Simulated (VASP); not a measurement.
# Dielectric function of BaZrO3, part 3 of 3

Wanted: where BaZrO3 absorbs light, and how strongly it screens. The cell has space group Pm-3m. The start is a cell from a database of measured crystal structures.

VASP 6.6.1, plane waves and PAW; the level of theory is named at each step.

So far, mean electronic dielectric tensor with local fields: step 4 (static response with local fields) 4.86.

### Step 5. Spectrum at LDA

This step: LDA; plane waves and PAW (Ba_sv_GW, Zr_sv, O) (VASP 6.6.1).

The spectrum is made again with LDA.

Input file INCAR:

```
SYSTEM = BaZrO3
PREC = Accurate
ENCUT = 520
EDIFF = 1E-07
NELM = 100
ISMEAR = 0
SIGMA = 0.05
LREAL = .FALSE.
ALGO = Normal
GGA = CA
NBANDS = 56
LASPH = .TRUE.
LWAVE = .FALSE.
LCHARG = .FALSE.
KPAR = 4
LOPTICS = .TRUE.
NEDOS = 2000
CSHIFT = 0.1
```

Input file POSCAR:

```
BaZrO3
1.0
    4.1913400000      0.0000000000      0.0000000000
    0.0000000000      4.1913400000      0.0000000000
    0.0000000000      0.0000000000      4.1913400000
Ba Zr O
1 1 3
Direct
    0.0000000000      0.0000000000      0.0000000000
    0.5000000000      0.5000000000      0.5000000000
    0.5000000000      0.5000000000      0.0000000000
    0.5000000000      0.0000000000      0.5000000000
    0.0000000000      0.5000000000      0.5000000000
```

Input file KPOINTS:

```
Automatic mesh
0
Gamma
8 8 8
0 0 0
```

The projector-augmented-wave data sets are Ba_sv_GW, Zr_sv and O (PBE family, release 64).

Command:

```
$ mpirun -np 4 vasp_std
```

The log of the run:

```text
[banner, memory and clock lines left out]
running    4 mpi-ranks, on    1 nodes
 distrk:  each k-point on    1 cores,    4 groups
 distr:  one band on    1 cores,    1 groups

 POSCAR found type information on POSCAR BaZrO
 POSCAR found :  3 types and       5 ions
|                                                                             |
|               ----> ADVICE to this user running VASP <----                  |
|                                                                             |
|     You enforced a specific xc type in the INCAR file but a different       |
|     [... a line on the potential file left out ...]
|     I HOPE YOU KNOW WHAT YOU ARE DOING!                                     |
|                                                                             |

 LDA part: xc-table for (Slater(with rela. corr.)+CA(PZ))
 , standard interpolation
 POSCAR, INCAR and KPOINTS ok, starting setup
 FFT: planning ... GRIDC
 FFT: planning ... GRID_SOFT
 FFT: planning ... GRID
 WAVECAR not read
 entering main loop
       N       E                     dE             d eps       ncg     rms          rms(c)
DAV:   1     0.409173406985E+03    0.40917E+03   -0.16628E+04  3920   0.746E+02
DAV:   2    -0.172662144226E+02   -0.42644E+03   -0.38512E+03  4192   0.253E+02
DAV:   3    -0.528421573128E+02   -0.35576E+02   -0.34585E+02  5048   0.768E+01
DAV:   4    -0.551079790897E+02   -0.22658E+01   -0.22157E+01  6744   0.156E+01
DAV:   5    -0.551436156902E+02   -0.35637E-01   -0.35625E-01  4808   0.151E+00    0.294E+01
DAV:   6    -0.477786152921E+02    0.73650E+01   -0.14396E+01  5032   0.193E+01    0.111E+01
DAV:   7    -0.474991104252E+02    0.27950E+00   -0.17192E+00  4960   0.569E+00    0.966E+00
DAV:   8    -0.474388740630E+02    0.60236E-01   -0.69620E-01  5280   0.369E+00    0.611E+00
DAV:   9    -0.473738067957E+02    0.65067E-01   -0.13095E-01  5208   0.174E+00    0.890E-01
DAV:  10    -0.473746049505E+02   -0.79815E-03   -0.79135E-03  5560   0.440E-01    0.832E-01
DAV:  11    -0.473734950203E+02    0.11099E-02   -0.23919E-03  5080   0.232E-01    0.689E-02
DAV:  12    -0.473735060371E+02   -0.11017E-04   -0.67465E-05  5832   0.420E-02    0.618E-02
DAV:  13    -0.473735019173E+02    0.41198E-05   -0.10440E-05  5296   0.153E-02    0.195E-03
DAV:  14    -0.473735019833E+02   -0.65985E-07   -0.76154E-07  5496   0.370E-03
   1 F= -.47373502E+02 E0= -.47373502E+02  d E =-.214461E-11
 optical routines
 imaginary and real dielectric function
 recalculating local potential from charge density
 direction            1
 direction            2
 direction            3
```

Run time: 13 s. Hardware: 4 MPI ranks of Intel Xeon 6975P-C (Granite Rapids), shared host; peak memory 1.5 GiB; 49 s of CPU time.

Parts of OUTCAR (step 5):

```text
   NELECT =      40.0000    total number of electrons

 E-fermi :   5.0255

 k-point     1 :       0.0000    0.0000    0.0000
  band No.  band energies     occupation
    ...
     16       3.7909      2.00000
     17       3.7909      2.00000
     18       4.6206      2.00000
     19       4.6206      2.00000
     20       4.6206      2.00000
     21       7.9256      0.00000
     22       7.9256      0.00000
     23       7.9256      0.00000
     24       9.4171      0.00000
     25       9.4171      0.00000
    ...

  Total       -2.1137329     -2.1137329     -2.1137329      0.0000000      0.0000000     -0.0000000
  in kB      -45.9940887    -45.9940887    -45.9940887      0.0000000      0.0000000     -0.0000000
  external PRESSURE =     -45.9940887 kB  Pullay stress =       0.0000000 kB

  FREE ENERGIE OF THE ION-ELECTRON SYSTEM (eV)
  ---------------------------------------------------
  free  energy   TOTEN  =       -47.3735019833 eV

  energy  without entropy=      -47.3735019833  energy(sigma->0) =      -47.37350198

 plasma frequency squared (from intraband transitions) (eV^2)
  --------------------------------------------------------------------------------------
       0.000       0.000      -0.000
       0.000       0.000       0.000
      -0.000       0.000       0.000

[... 9 parts as in an earlier step ...]

[... 8 further parts left out ...]
```

The PAW data sets were made with PBE, though LDA sets exist; this is a small mismatch.

Numbers from this step:

```yaml
free_energy_toten: -47.37 eV
fermi_energy: 5.026 eV
pressure: -4.599 GPa
gap_on_the_k_mesh: 3.116 eV
least_direct_gap_on_the_k_mesh: 3.305 eV
```

The imaginary dielectric function, xx has structure finer than the step of the table below, so its rows give means over 1 eV, whole bins alone (the curve runs from 0 to 25.0 eV). Peaks (eV: height): 4.7: 4.06, 6.2: 8.72, 7.8: 6.57, 9.4: 6.37, 18.2: 3.68.

Absorption under the direct gap is the tail of the CSHIFT broadening, and fine structure depends on the mesh. Table of imaginary dielectric function, xx by photon energy; means over each step:

```csv
photon energy (eV),"imaginary dielectric function, xx"
1,0.0174
2,0.0444
3,0.186
4,1.35
5,3.86
6,6.50
7,3.71
8,5.47
9,5.40
10,5.53
11,2.78
12,1.54
13,1.18
14,0.915
15,1.07
16,2.08
17,2.94
18,3.40
19,2.80
20,1.53
21,1.46
22,0.898
23,0.630
24,0.516
```

Real dielectric function, xx against photon energy:

```csv
photon energy (eV),"real dielectric function, xx"
0.0,5.04
0.5,5.06
1.0,5.12
1.5,5.23
2.0,5.41
2.5,5.68
3.0,6.12
3.5,6.74
4.0,7.59
4.5,8.32
5.0,6.79
5.5,6.64
6.0,6.02
6.5,1.44
7.0,2.52
7.5,5.16
8.0,2.15
8.5,2.08
9.0,2.66
9.5,0.924
10.0,-0.238
10.5,-1.87
11.0,-1.35
11.5,-0.867
12.0,-0.413
12.5,0.0819
13.0,0.185
13.5,0.649
14.0,0.872
14.5,1.37
15.0,1.69
15.5,2.22
16.0,2.01
16.5,2.00
17.0,1.69
17.5,1.09
18.0,0.752
18.5,-0.141
19.0,-1.38
19.5,-1.02
20.0,-0.479
20.5,-0.399
21.0,-0.756
21.5,-0.624
22.0,-0.547
22.5,-0.427
23.0,-0.248
23.5,-0.159
24.0,0.0377
24.5,0.0716
```

### Step 6. What came out

| Quantity | Value |
| --- | --- |
| PBE, independent particles | eps xx at zero frequency 4.91, centre of weight of eps2 xx, over the range kept, at 11.62 eV, mesh 8×8×8 |
| LDA, independent particles | eps xx at zero frequency 5.04, centre of weight of eps2 xx, over the range kept, at 11.47 eV, mesh 8×8×8 |
| PBE, with local fields | eps 4.86, 4.86, 4.86 |

**Reading.** Local fields, and the bands above those summed, take the mean static value from 4.91 to 4.86. Excitons and quasiparticle shifts are absent, so the onset can't be set against measurement and its shape can differ. Spin-orbit coupling is left out; with Ba and Zr in the cell it can split or shift band edges, by an amount that depends on which atoms form them and isn't tested here. The given cell is kept, although it stands at +4.2 GPa at PBE and ENCUT = 520 eV, which holds the mismatch of the given cell with this functional and any basis-set error.

[Lines on the potential files, build, host, timing and source positions are cut from VASP's logs without a mark.]

[Logs are printed without paths, hosts, clocks, repeated set-up lines and the standing remarks that a program may print on its own settings, such as how far it seeks lower states.]

[Hosts, paths, dates, database ids (printed as entryN), source tags and the programs' standing remarks are cut or masked in the printed files.]
